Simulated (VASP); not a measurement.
Consider the following.

```
CsI
1.0
    4.57000     0.00000     0.00000
    0.00000     4.57000     0.00000
    0.00000     0.00000     4.57000
Cs I
1 1
Direct
  0.00000   0.00000   0.00000
  0.50000   0.50000   0.50000
```

Computed with PBE GGA, VASP's PBE PAW potentials (set 64) (plane waves; VASP 6.6.1). Settings: PREC = Normal, 500 eV cut-off, 4×4×4 Γ-centred mesh, Gaussian smearing of 0.010 eV, potentials Cs_sv_GW I_GW.

Unless said otherwise, spin-orbit coupling is left out, though it shifts the bands of the heavy elements here.

Task: Estimate the energy per atom (σ→0), band gap (on the k-mesh) with the smallest direct gap where there is one.

Result: 
```
Item                                          Value
-----------------------------------  --------------
band gap (on the k-mesh)                    3.87 eV
smallest direct gap (on the k-mesh)         3.96 eV
energy per atom (σ→0)                -3.554 eV/atom
```

Only differences to runs with the same potentials and settings are physical.

The compound is CsI in the CsCl type structure. The cell was not relaxed at this level.
